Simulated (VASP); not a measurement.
Be3ZnTe4:

```
CELL_PARAMETERS angstrom
-2.76533 2.76533 5.53599
2.76533 -2.76533 5.53599
2.76533 2.76533 -5.53599
ATOMIC_POSITIONS crystal
Be 0.50000 0.50000 0.00000
Be 0.75000 0.25000 0.50000
Be 0.25000 0.75000 0.50000
Zn 0.00000 0.00000 0.00000
Te 0.00000 0.50000 0.50000
Te 0.50000 0.00000 0.50000
Te 0.25110 0.25110 0.00000
Te 0.74890 0.74890 0.00000
```

The cell was built by a generator and needn't be a form met in nature.

- Program: VASP 6.6.1
- Task: relaxation of cell and atoms
- Functional: PBE
- Potentials or basis: VASP PAW PBE potentials, release 64 (Be, Zn, Te)
- Cutoff: 520 eV
- k mesh: 4 × 4 × 4
- Occupations: gaussian, width 0.15 eV
- Spin: no spin polarisation

At the start: pressure -1.9 GPa; volume 21.17 Å³/atom.

How do energy, volume and symmetry change on relaxing?

Over 6 steps the energy falls by 20.5 meV/atom and the volume is 20.82 Å³/atom (-1.6 %); space group I4/mmm (No. 139, to 0.05 Å).

Step by step:
| step | energy change (eV) | largest force (eV/Å) | pressure (GPa) | volume (Å³) |
| --- | --- | --- | --- | --- |
| 1 | 0.0000 | 0.7289 | -1.87 | 169.34 |
| 2 | -0.0699 | 0.6496 | 0.55 | 163.35 |
| 3 | -0.0726 | 0.6031 | 1.56 | 160.87 |
| 4 | -0.1281 | 0.3316 | 1.46 | 161.01 |
| 5 | -0.1510 | 0.0162 | 1.51 | 161.16 |
| 6 | -0.1643 | 0.0745 | -0.42 | 166.58 |

Final structure:
```yaml
crystal:
  lattice:
    - [-2.75680, 2.75680, 5.47968]
    - [2.75680, -2.75680, 5.47968]
    - [2.75680, 2.75680, -5.47968]
  atoms:
    - { symbol: Be, position: [0.50000, 0.50000, 0.00000] }
    - { symbol: Be, position: [0.75000, 0.25000, 0.50000] }
    - { symbol: Be, position: [0.25000, 0.75000, 0.50000] }
    - { symbol: Zn, position: [0.00000, 0.00000, 0.00000] }
    - { symbol: Te, position: [0.00000, 0.50000, 0.50000] }
    - { symbol: Te, position: [0.50000, 0.00000, 0.50000] }
    - { symbol: Te, position: [0.26605, 0.26605, 0.00000] }
    - { symbol: Te, position: [0.73395, 0.73395, 0.00000] }
```

Caveat: the k mesh is coarse (spacing up to 0.40 Å⁻¹), so the values aren't converged.
